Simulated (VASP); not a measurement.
Here is the system:

```
AsSi63
1.0
   10.93707     0.00000     0.00000
    0.00000    10.93707     0.00000
    0.00000     0.00000    10.93707
Si As
63 1
Cartesian
  5.46867   0.00138   0.00247
  6.84028   1.36671   1.36899
  8.20483   2.73109   0.00314
  9.57023   4.09641   1.36874
  8.20463   0.00031   2.73398
  9.57158   1.36757   4.09638
 10.93697  10.93677  10.93674
  1.36707   1.36712   1.36687
  2.73379   2.73335   0.00125
  4.10206   4.10138   1.36322
  5.46791   5.46740   0.00198
  6.83644   6.83668   1.35938
  8.20461   8.20448  10.93619
  9.57023   9.57053   1.36700
  2.73431   0.00231   2.73422
  4.10254   1.36391   4.10191
  5.45591   2.72891   2.72880
  6.87789   4.06504   4.06573
  8.21262   5.48682   2.72637
  9.57748   6.83831   4.10265
  5.46844   0.00055   5.46813
  6.83580   1.36013   6.83611
  8.21318   2.72528   5.48567
  9.57943   4.10022   6.83748
  8.20378  10.93674   8.20384
  9.57033   1.36696   9.57009
 10.93552   5.46838   0.00368
  1.36582   6.84016   1.36744
  2.73183   8.20544   0.00286
  4.09635   9.57284   1.36796
  0.00100   2.73365   2.73324
  1.36230   4.10209   4.10131
  2.72644   5.45405   2.72613
  4.05982   6.88086   4.06101
  5.48646   8.21373   2.72446
  6.83754   9.57688   4.10315
 10.93466  10.93669   5.46865
  1.36536   1.36482   6.84026
  2.72462   2.72543   5.45493
  4.05359   4.05919   6.88716
  6.87748   6.87606   6.88499
  8.21024   8.20959   5.45607
  9.56939   9.57107   6.84090
  2.73307   0.00084   8.20449
  4.09656   1.36582   9.57279
  5.48466   2.72383   8.21480
  6.83709   4.09947   9.58056
  8.21520   5.44977   8.21656
  9.57276   6.84106   9.57255
  0.00091   8.20500   2.73361
  1.36637   9.57374   4.09651
  0.00021   5.46811   5.46779
  1.35806   6.83795   6.83547
  2.72365   8.21463   5.48511
  4.10132   9.57828   6.83681
  0.00227   2.73196   8.20514
  1.36397   4.09643   9.57556
  2.71967   5.48848   8.21826
  4.10030   6.83843   9.58097
  5.45235   8.21406   8.21575
  6.84094   9.57340   9.57291
 10.93573   8.20526   8.20380
  1.36695   9.57071   9.57007
  5.46318   5.46924   5.47827
```
Cell charge +1.

The numbers are results of HSE06 screened hybrid, VASP's PBE PAW potentials (set 64) (plane waves; VASP 6.6.1), not measurements. Numerical set-up: PREC = Normal, LREAL = Auto, ISYM = 0, NELECT = 256.0, EDIFF = 1E-5, 400 eV cut-off, 1×1×1 Γ-centred mesh, Gaussian smearing of 0.050 eV, potentials Si As.

The cell is charged, with a uniform compensating background. The supercell is sampled at Γ alone, which is coarse: total energies, pressure and levels can be off, energies of defects by several tenths of an eV.

**Question.** Estimate the energy per atom (σ→0), largest force.

**Answer.** 
```json
{
 "energy per atom (σ→0)": "-6.285 eV/atom",
 "largest_force": "0.136 eV/Å"
}
```

The cell is a supercell with a defect, built from Si (diamond): As_Si, charge +1. The cell's shape comes from a PBE relaxation. The run is not spin-polarised, so no state with unpaired spins was tried.
